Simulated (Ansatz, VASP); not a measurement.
## InAs: VASP beside Ansatz

Wanted: the spread between two codes on one cell, functional and k mesh. The cell is taken from a series of runs on this material, whose earlier steps may have relaxed, scaled, displaced or heated it; both programs get it as it stands.

Method: plane waves, with VASP 6.6.1 beside it; G0W0 gap at r2SCAN, DFT+U, in Ansatz 0.2.0.

## 1. The starting structure

It takes space group F-43m (No. 216, cubic). The conventional cell has a = 6.036 Å, b = 6.036 Å, c = 6.036 Å, α = 90.00°, β = 90.00°, γ = 90.00°. Nearest to In lie 4 As at 2.61 Å. Nearest to As lie 4 In at 2.61 Å. Farther neighbours are not listed.

## 2. Ansatz: G0W0 gap, r2SCAN, DFT+U

Ansatz runs on its PAW soft_1 files.

Quasiparticle shifts depend on high empty states and on the cores, so they are the hardest test of two PAW sets.

The input, input.yaml:

```yaml
crystal:
  lattice:
    - [0.0, 3.018, 3.018]
    - [3.018, 0.0, 3.018]
    - [3.018, 3.018, 0.0]
  atoms:
    - { symbol: In, position: [0.0, 0.0, 0.0] }
    - { symbol: As, position: [0.25, 0.25, 0.25] }
kpoints:
  mp_grid: { grid: [6, 6, 6] }
hamiltonian:
  xc: r2scan
  hubbard:
    projectors: ortho-atomic
    sites: [{ species: In, l: d, u_eff: 8.0 }]
  pseudopotentials: { kind: paw, azcp: { folder: soft_1 } }
scf:
  occupations: { method: fixed }
gw:
  n_empty_bands: 229
  ecut_chi: 150.0
  qp_bands: [v2, c2]
  qp_kpoints: band_edges
  screening: { model: contour_deformation }
```

On the command line:

```
> ansatz run input.yaml --threads 3 --pin off --max-ram 92160MiB --backend cuda --events-out ev --progress --plain --runs-dir out --devices 1 --max-vram 13GiB
```

Numbers of over 12 decimals in the logs are rounded to 6 here.

What it wrote:

```text
GPUs: using 1 of 1 available (devices: 1).
Engine: ansatz 0.2.0, x86_64-unknown-linux-gnu
Pseudopotentials: kind: paw
Pseudopotential: In, paw, valence charge 13, recommended cutoff 500 eV (meta_gga), soft_1/In.paw.azcp
Pseudopotential: As, paw, valence charge 15, recommended cutoff 500 eV (meta_gga), soft_1/As.paw.azcp
Functional definition: r2SCAN
  parameter k0 = 0.174
  parameter k1 = 0.065
  parameter a1 = 4.9479
  exchange = r2scan_x(k0 = k0, k1 = k1, a1 = a1)
  correlation = r2scan_c
device memory: the entry about to start is reckoned to put 0.8 GiB on a device that reports 65.1 GiB free (of which the cap on the GPU budget leaves the run 13.0 GiB)
GPU FFT provider: cuFFT
GPU libraries: cuBLAS 13.8.2, cuFFT 12.4.0, cuSOLVER 12.3.4
Crystal: 2 atoms, lattice volume = 54.978 Å³
Basis set: ecut = 500 eV, 1411 PW (Γ), exchange–correlation on 128×128×128 points (64 copies of the dense FFT grid, shifted against one another)
Bands: 18, of which v1, the nominal top of the filled ones, is band 14 counted from 1 (13 counted from 0)
Symmetry: 24 space group operations
Space group: F-43m (ITA 216), of the structure as read, at distance tolerance 3.8e-5 Å
k-points: 16 of 216 (time reversal used)
Non-local potential: In, projectors of the file, l = 0: 2, l = 1: 2, l = 2: 2, l = 3: 1
Non-local potential: As, projectors of the file, l = 0: 2, l = 1: 2, l = 2: 3, l = 3: 1
PAW form: soft (Blöchl's): semilocal exchange-correlation on the pseudo side does not see the compensation charge
PAW frozen core: In, regenerated for the run's functional (the file was generated under x = pbe(κ = 0.804, μ = 0.219515), c = pbe(β = 0.066725))
PAW frozen core: As, regenerated for the run's functional (the file was generated under x = pbe(κ = 0.804, μ = 0.219515), c = pbe(β = 0.066725))
PAW one-centre angular grid: In, 590 points (default); XC on 160 Gauss nodes
PAW one-centre angular grid: As, 590 points (default); XC on 160 Gauss nodes
Initial density: superposition of atomic densities (chi_scale 0.1, normalization cell, long waves kept (reshape's long-wave potential 0.00 eV rms))
Initial wavefunctions: pseudopotential atomic-orbital guess
GPU buffer pool allocated for 32768 grid points (all kernels)
GPU transforms: local potential: pruned to the plane-wave sphere, on 30×32×32; band sums: pruned to the plane-wave sphere, on 32×32×32
Functional: x = r2scan, c = r2scan; τ floored in thin density (d = 2e-4 eV/Å³)
iter 1 solved again at ethr=1.79e-3 eV; its pass at ethr=3.10e-3 eV (dr2=5.01e-1 eV) is discarded
SCF iter   1: F=—  HF=-10477.153827 eV  |F-HF|=—  |Δ(HF+E_count)|=         —  Δρ=3.35e-2  dr2=5.03e-1  dr2_τ=1.28e-2  ethr=1.79e-3  ⟨swp⟩=1.0  Hψ=1746  notcnv=0  defer=4
preconditioner: auto → none  [insulator: Δε(μ)=0.263 eV  Ē_g=17.824 eV  n_scr=14 (ndim 8)  ℏωp=21.2 eV  f_vac=0.007  ε∞_Penn≈2.4]
SCF iter   2: F=—  HF=-10477.153545 eV  |F-HF|=—  |Δ(HF+E_count)|=   2.82e-4  Δρ=1.56e-2  dr2=8.95e-2  dr2_τ=1.11e-3  ethr=1.79e-3  ⟨swp⟩=2.1  Hψ=364  notcnv=0  defer=26
SCF iter   3: F=—  HF=-10477.163002 eV  |F-HF|=—  |Δ(HF+E_count)|=   9.46e-3  Δρ=2.54e-3  dr2=5.46e-3  dr2_τ=1.47e-4  ethr=3.20e-4  ⟨swp⟩=2.3  Hψ=671  notcnv=0  defer=25
SCF iter   4: F=—  HF=-10477.160316 eV  |F-HF|=—  |Δ(HF+E_count)|=   2.69e-3  Δρ=7.91e-4  dr2=2.17e-4  dr2_τ=6.41e-6  ethr=1.95e-5  ⟨swp⟩=3.0  Hψ=579  notcnv=0  defer=28
SCF iter   5: F=—  HF=-10477.160347 eV  |F-HF|=—  |Δ(HF+E_count)|=   3.10e-5  Δρ=2.18e-4  dr2=8.82e-6  dr2_τ=3.24e-7  ethr=7.74e-7  ⟨swp⟩=2.9  Hψ=466  notcnv=0  defer=28
SCF iter   6: F=—  HF=-10477.160353 eV  |F-HF|=—  |Δ(HF+E_count)|=   6.32e-6  Δρ=6.42e-5  dr2=9.79e-7  dr2_τ=3.15e-8  ethr=3.15e-8  ⟨swp⟩=2.0  Hψ=512  notcnv=0  defer=6
SCF iter   7: F=-10477.160353 eV  HF=-10477.160353 eV  |F-HF|=3.39e-9  |Δ(HF+E_count)|=   3.92e-7  Δρ=2.94e-6  dr2=5.39e-9  dr2_τ=1.24e-10  ethr=3.57e-10  ⟨swp⟩=4.5  Hψ=1302  notcnv=0
SCF 1 converged in 7 iterations: F = -10477.160353 eV  dr2 = 5.39e-9
  greatest PAW one-centre occupation: 0.999 electrons in one spin orbital (limit 2), on the As atom at site 1 (counted from 0), in its partial waves of l = 2
device memory: the entry about to start is reckoned to put 0.9 GiB on a device that reports 63.9 GiB free (of which the cap on the GPU budget leaves the run 13.0 GiB)
NSCF: frozen V_eff on 16 k-points, pencils in batches of 32, up to order 72
the band table was solved once the SCF had ended and its energy, with any forces and stress, was formed, with the checks that follow a solve (1199 applications of the Hamiltonian). They found nothing against the state; the energy, forces and stress were not computed again (output.eigenvalues in the input reference)
device memory: the entry about to start is reckoned to put 3.0 GiB on a device that reports 63.9 GiB free (of which the cap on the GPU budget leaves the run 13.0 GiB)
NSCF: frozen V_eff on 16 k-points
G₀W₀ screening: q 1/16
[... further progress lines ...]
device memory: the entry about to start is reckoned to put 0.4 GiB on a device that reports 42.9 GiB free (of which the cap on the GPU budget leaves the run 13.0 GiB)
NSCF: frozen V_eff on 1 k-points
device memory: the entry about to start is reckoned to put 0.4 GiB on a device that reports 42.9 GiB free (of which the cap on the GPU budget leaves the run 13.0 GiB)
NSCF: frozen V_eff on 1 k-points
SCF converged after 7 iterations
Free energy (F): -10477.160353 eV
Harris-Foulkes:  -10477.160353 eV  (|F-HF|=3.39e-9)
Internal energy: -10477.160353 eV  (E = F + TS)
E sigma→0 (E₀):  -10477.160353 eV
Fermi energy:    7.475889 eV
--- Per-component energies (eV) ---
  E_band       = -372.515552
  E_kinetic    = 317.316870
  E_local      = -3473.658108  (includes V_loc(G=0)·N_el)
  E_nonlocal   = -65.481523
  E_hartree    = 1731.995061
  E_xc         = -197.785512
  E_vxc        = -173.075725  (∫ρ·V_xc dr)
  E_hubbard    = 0.050092  (on-site DFT+U / exact-exchange correction)
  E_vhub       = -39.849628  (the Hubbard potential's part of the band-sum identity)
  E_paw        = -6261.305913  (= ΣΔE_a)
  E_vpaw       = -412.382996  (= ΣTr[D̂ρ^β])
  E_aug_tail   = -0.000058  (compensation charges beyond the density's cutoff)
  E_vtau       = 10.628488  (kinetic-family band-sum trace: ∫τ·v_τ [+ j·A + Jᵃ·Aᵃ] dr)
  E_ewald      = -2527.799418
  E_core_change = -0.491845  (= ΣΔE_core)
  E_smearing   = -0.000000  (= −TS)
  E_closure    = 0.000000  (closes the sum)
  Σ components = -10477.160353   (vs F -10477.160353, Δ=0.00e0)
--- Band table (eV; the first three rows and the last of 16) ---
  k-point 0: bands = [... 10 lower, -4.7998, 7.4759, 7.4759, 7.4759, 7.8120, 11.8118, 11.8118, 11.8118]
  k-point 1: bands = [... 10 lower, -4.5279, 5.0478, 7.1608, 7.1608, 9.1513, 12.2407, 12.2692, 12.2692]
  k-point 2: bands = [... 10 lower, -3.8425, 2.6949, 6.6741, 6.6741, 9.0238, 12.6308, 12.6308, 14.1485]
  k-point 15: bands = [... 10 lower, -2.7808, 1.6850, 4.5969, 4.6849, 10.9180, 11.3241, 14.4868, 15.0262]
Occupation matrices written to <dir>
--- G₀W₀: contour deformation, 8 samples at zero and on the imaginary axis and 2 off it, 216 q-points, 229 empty bands' worth ---
  eigenvalues of the whole cell's RPA ε∞ on this k-mesh (on a slab, of 1 + 4πα/V) = 104.0890, 104.0890, 104.0890; static W/v taken at q = 0 is 0.009607
  bands read: the sum over 243 bands ends inside a degenerate multiplet in 1 slot, whose members it reads at an even weight; the widest, k=0: bands 242 to 244 (counted from 1) at 2/3 each
  gw.qp_kpoints: band_edges: 9 of 16 stored k-points solved, in 1 pass; an edge of the gap read off the rows below is read off those points alone
    valence top: of the k-points left out ik 7 came nearest to being solved in a further pass, in band 14 (counted from 1, as in the quasiparticle table): it holds the edge there only if its correction is more favourable than any solved in that band by at least 1.044 eV; those differ by 0.104 eV
    conduction bottom: of the k-points left out ik 10 came nearest to being solved in a further pass, in band 15 (counted from 1, as in the quasiparticle table): it holds the edge there only if its correction is more favourable than any solved in that band by at least 1.905 eV; those differ by 0.205 eV
    ik  band        ε_KS         Σx   Σc(E_QP)       V_xc       Z   E_QP_lin       E_QP  E_QP is
     0    13      7.4759   -16.3595     0.9451   -15.1681  0.7399     7.2252     7.2296  root
     0    14      7.4759   -16.3595     0.9451   -15.1681  0.7399     7.2252     7.2296  root
     0    15      7.8120   -11.0280    -3.5263   -14.4854  0.7592     7.7434     7.7431  root
     0    16     11.8118    -7.3808    -4.1867   -11.5294  0.7428    11.7738    11.7737  root
     1    13      7.1608   -16.1111     1.0432   -14.8018  0.7381     6.8895     6.8948  root
     1    14      7.1608   -16.1111     1.0432   -14.8018  0.7381     6.8895     6.8948  root
     1    15      9.1513   -10.1425    -3.6148   -13.7217  0.7532     9.1157     9.1156  root
     1    16     12.2407    -7.8396    -4.3031   -12.0647  0.7347    12.1632    12.1628  root
     2    13      6.6741   -15.9110     1.2409   -14.3759  0.7343     6.3730     6.3800  root
     2    14      6.6741   -15.9110     1.2409   -14.3759  0.7343     6.3730     6.3800  root
     2    15      9.0238    -9.2304    -3.7409   -12.9220  0.7571     8.9746     8.9744  root
     2    16     12.6308    -7.1162    -4.4033   -11.4670  0.7323    12.5786    12.5784  root
     3    13      6.4741   -15.8614     1.3261   -14.2309  0.7326     6.1620     6.1697  root
     3    14      6.4741   -15.8614     1.3261   -14.2309  0.7326     6.1620     6.1697  root
     3    15      8.8637    -9.2218    -3.7130   -12.8794  0.7582     8.8085     8.8083  root
     3    16     12.5783    -6.8838    -4.3545   -11.1732  0.7339    12.5135    12.5133  root
     4    13      6.6348   -15.6970     1.2091   -14.1952  0.7341     6.3351     6.3421  root
     4    14      6.6348   -15.6970     1.2091   -14.1952  0.7341     6.3351     6.3421  root
     4    15     10.1171   -10.7699    -3.8208   -14.6177  0.7435    10.1442    10.1441  root
     4    16     10.7622    -6.8404    -3.9263   -10.6468  0.7540    10.6431    10.6423  root
     6    13      5.2317   -15.1554     1.6307   -13.1854  0.7180     4.8820     4.8926  root
     6    14      6.0478   -15.5957     1.4744   -13.7994  0.7282     5.7167     5.7258  root
     6    15     10.0973    -8.9298    -3.9110   -12.8107  0.7506    10.0672    10.0671  root
     6    16     12.1249    -6.9429    -4.3276   -11.1862  0.7355    12.0410    12.0405  root
[...]
9    13      5.5312   -15.3552     1.6786   -13.3384  0.7210     5.1824     5.1930  root
     9    14      5.5312   -15.3552     1.6786   -13.3384  0.7210     5.1824     5.1930  root
     9    15      9.6496    -6.8026    -3.6911   -10.3554  0.7609     9.5124     9.5113  root
     9    16     10.4415    -7.9467    -4.0183   -11.9114  0.7489    10.3880    10.3878  root
    12    13      5.1066   -15.2675     1.8595   -13.0572  0.7154     4.7447     4.7559  root
    12    14      5.1066   -15.2675     1.8595   -13.0572  0.7154     4.7447     4.7559  root
    12    15      9.3358    -6.3478    -3.6170    -9.7865  0.7633     9.1591     9.1575  root
    12    16      9.8778    -7.9092    -3.8388   -11.6871  0.7551     9.8171     9.8168  root
```

Reading the cycles: dr2 is the Hartree energy of the density residual (eV), the measure of convergence; HF is the Harris–Foulkes estimate of the energy, which meets the free energy F at convergence.

(Continued in part 2 of 2.)

[Lines on the potential files, build, host, timing and source positions are cut from VASP's logs without a mark.]

[Logs are printed without paths, hosts, clocks, repeated set-up lines and the standing remarks that a program may print on its own settings, such as how far it seeks lower states.]

[Hosts, paths, dates, database ids (printed as entryN), source tags and the programs' standing remarks are cut or masked in the printed files.]
